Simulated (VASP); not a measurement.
A snapshot from molecular dynamics of Mo, step 21; the first frame, the perfect lattice, has an electronic free energy F (no ionic kinetic energy) of -10.885 eV/atom. The Γ point alone samples so small a cell crudely.

Data:

```
Mo
1.0
    9.45000     0.00000     0.00000
    0.00000     9.45000     0.00000
    0.00000     0.00000     9.45000
Mo
54
Direct
  0.02197   0.99375   0.99599
  0.33831   0.99210   0.98740
  0.64331   0.98523   0.98181
  0.00989   0.32562   0.01103
  0.01604   0.98833   0.33928
  0.16472   0.16337   0.16563
  0.30410   0.28721   0.01158
  0.33580   0.02086   0.32539
  0.51113   0.15839   0.17363
  0.65508   0.32324   0.00902
  0.68275   0.99774   0.32731
  0.83581   0.14988   0.14577
  0.02091   0.64713   0.97637
  0.01294   0.33467   0.33547
  0.15476   0.51899   0.17084
  0.32680   0.64800   0.00661
  0.98055   0.00089   0.65297
  0.14277   0.13260   0.49981
  0.35352   0.31779   0.32042
  0.53557   0.51549   0.18116
  0.65926   0.65790   0.01050
  0.31569   0.02512   0.67134
  0.47379   0.17257   0.49274
  0.67909   0.32193   0.32953
  0.86219   0.50593   0.19463
  0.67363   0.99949   0.65054
  0.83617   0.16216   0.46826
  0.02405   0.67413   0.33693
  0.14789   0.83373   0.15259
  0.96326   0.30382   0.65552
  0.15760   0.48315   0.50561
  0.34611   0.69142   0.30923
  0.51064   0.82326   0.18346
  0.16308   0.20278   0.81111
  0.32904   0.34287   0.66860
  0.52085   0.47398   0.51708
  0.66701   0.66986   0.35148
  0.82313   0.81075   0.18427
  0.51454   0.19294   0.80753
  0.64647   0.34847   0.67897
  0.85392   0.51727   0.50286
  0.83312   0.16961   0.85057
  0.00143   0.67185   0.64596
  0.18352   0.81666   0.52128
  0.15398   0.51900   0.81384
  0.32057   0.68199   0.67295
  0.49461   0.85642   0.53608
  0.50974   0.51690   0.84711
  0.65555   0.67974   0.65439
  0.82894   0.84825   0.51818
  0.85163   0.47899   0.83027
  0.14967   0.85999   0.83381
  0.49733   0.82400   0.84526
  0.80578   0.86180   0.82998
```

Computed with PBE GGA, VASP's PBE PAW potentials (set 64) (plane waves; VASP 6.6.1). Run with PREC = Normal, LREAL = Auto, ISYM = 0, EDIFF = 1E-5, 300 eV cut-off, 1×1×1 Γ-centred mesh, Fermi-Dirac smearing of 0.19 eV, potentials Mo.

### Question
Give F per atom of this frame and the forces (eV/Å).

### Answer
-10.578 eV/atom.
```json
[
 {"atom": "Mo1", "Fx": "-2.95", "Fy": "0.67", "Fz": "0.28"},
 {"atom": "Mo2", "Fx": "-0.27", "Fy": "-0.06", "Fz": "0.24"},
 {"atom": "Mo3", "Fx": "1.74", "Fy": "0.89", "Fz": "1.24"},
 {"atom": "Mo4", "Fx": "-1.28", "Fy": "0.42", "Fz": "-0.82"},
 {"atom": "Mo5", "Fx": "-1.59", "Fy": "-0.24", "Fz": "-1.66"},
 {"atom": "Mo6", "Fx": "-0.94", "Fy": "-0.78", "Fz": "1.31"},
 {"atom": "Mo7", "Fx": "3.22", "Fy": "3.60", "Fz": "-1.29"},
 {"atom": "Mo8", "Fx": "-0.18", "Fy": "-2.99", "Fz": "0.13"},
 {"atom": "Mo9", "Fx": "-0.62", "Fy": "0.34", "Fz": "-1.13"},
 {"atom": "Mo10", "Fx": "0.99", "Fy": "0.59", "Fz": "-0.61"},
 {"atom": "Mo11", "Fx": "-1.21", "Fy": "-0.31", "Fz": "-0.25"},
 {"atom": "Mo12", "Fx": "0.19", "Fy": "0.93", "Fz": "1.23"},
 {"atom": "Mo13", "Fx": "-2.86", "Fy": "1.83", "Fz": "1.31"},
 {"atom": "Mo14", "Fx": "-0.99", "Fy": "-0.35", "Fz": "-0.34"},
 {"atom": "Mo15", "Fx": "2.44", "Fy": "-2.17", "Fz": "0.05"},
 {"atom": "Mo16", "Fx": "0.46", "Fy": "1.05", "Fz": "-0.76"},
 {"atom": "Mo17", "Fx": "1.48", "Fy": "-0.62", "Fz": "1.58"},
 {"atom": "Mo18", "Fx": "2.33", "Fy": "3.34", "Fz": "-0.46"},
 {"atom": "Mo19", "Fx": "-1.40", "Fy": "1.30", "Fz": "0.40"},
 {"atom": "Mo20", "Fx": "-2.06", "Fy": "-2.19", "Fz": "0.04"},
 {"atom": "Mo21", "Fx": "2.17", "Fy": "0.22", "Fz": "-1.11"},
 {"atom": "Mo22", "Fx": "1.06", "Fy": "-2.06", "Fz": "-0.12"},
 {"atom": "Mo23", "Fx": "2.13", "Fy": "0.22", "Fz": "0.93"},
 {"atom": "Mo24", "Fx": "0.09", "Fy": "0.69", "Fz": "-0.04"},
 {"atom": "Mo25", "Fx": "-2.10", "Fy": "-0.47", "Fz": "-1.49"},
 {"atom": "Mo26", "Fx": "-1.62", "Fy": "2.14", "Fz": "1.44"},
 {"atom": "Mo27", "Fx": "-1.06", "Fy": "0.56", "Fz": "1.54"},
 {"atom": "Mo28", "Fx": "-1.57", "Fy": "-0.33", "Fz": "-0.33"},
 {"atom": "Mo29", "Fx": "2.63", "Fy": "0.09", "Fz": "0.93"},
 {"atom": "Mo30", "Fx": "1.66", "Fy": "2.44", "Fz": "0.17"},
 {"atom": "Mo31", "Fx": "1.91", "Fy": "0.91", "Fz": "-0.34"},
 {"atom": "Mo32", "Fx": "-0.86", "Fy": "-1.36", "Fz": "1.37"},
 {"atom": "Mo33", "Fx": "-0.84", "Fy": "1.78", "Fz": "-0.85"},
 {"atom": "Mo34", "Fx": "-0.42", "Fy": "-2.33", "Fz": "1.35"},
 {"atom": "Mo35", "Fx": "0.07", "Fy": "0.65", "Fz": "-1.15"},
 {"atom": "Mo36", "Fx": "-1.96", "Fy": "3.35", "Fz": "-1.90"},
 {"atom": "Mo37", "Fx": "0.44", "Fy": "-0.71", "Fz": "-0.83"},
 {"atom": "Mo38", "Fx": "0.77", "Fy": "1.43", "Fz": "-0.93"},
 {"atom": "Mo39", "Fx": "-1.81", "Fy": "-2.27", "Fz": "2.95"},
 {"atom": "Mo40", "Fx": "3.26", "Fy": "-1.43", "Fz": "-1.33"},
 {"atom": "Mo41", "Fx": "-1.77", "Fy": "-1.24", "Fz": "-0.01"},
 {"atom": "Mo42", "Fx": "-0.43", "Fy": "0.23", "Fz": "-0.48"},
 {"atom": "Mo43", "Fx": "-0.51", "Fy": "-0.44", "Fz": "2.36"},
 {"atom": "Mo44", "Fx": "-1.19", "Fy": "1.85", "Fz": "-1.81"},
 {"atom": "Mo45", "Fx": "1.53", "Fy": "-1.83", "Fz": "1.10"},
 {"atom": "Mo46", "Fx": "1.65", "Fy": "-1.10", "Fz": "-0.12"},
 {"atom": "Mo47", "Fx": "-0.27", "Fy": "-1.24", "Fz": "-2.32"},
 {"atom": "Mo48", "Fx": "-1.11", "Fy": "-0.83", "Fz": "0.15"},
 {"atom": "Mo49", "Fx": "0.58", "Fy": "-1.08", "Fz": "1.99"},
 {"atom": "Mo50", "Fx": "0.55", "Fy": "-1.90", "Fz": "-2.66"},
 {"atom": "Mo51", "Fx": "-1.65", "Fy": "1.63", "Fz": "0.89"},
 {"atom": "Mo52", "Fx": "1.52", "Fy": "-1.65", "Fz": "-0.77"},
 {"atom": "Mo53", "Fx": "-1.00", "Fy": "0.84", "Fz": "-0.22"},
 {"atom": "Mo54", "Fx": "1.69", "Fy": "-2.04", "Fz": "1.11"}
]
```

The cell is a supercell, built from Mo (bcc). Its lattice is the typed one, not relaxed at this level.
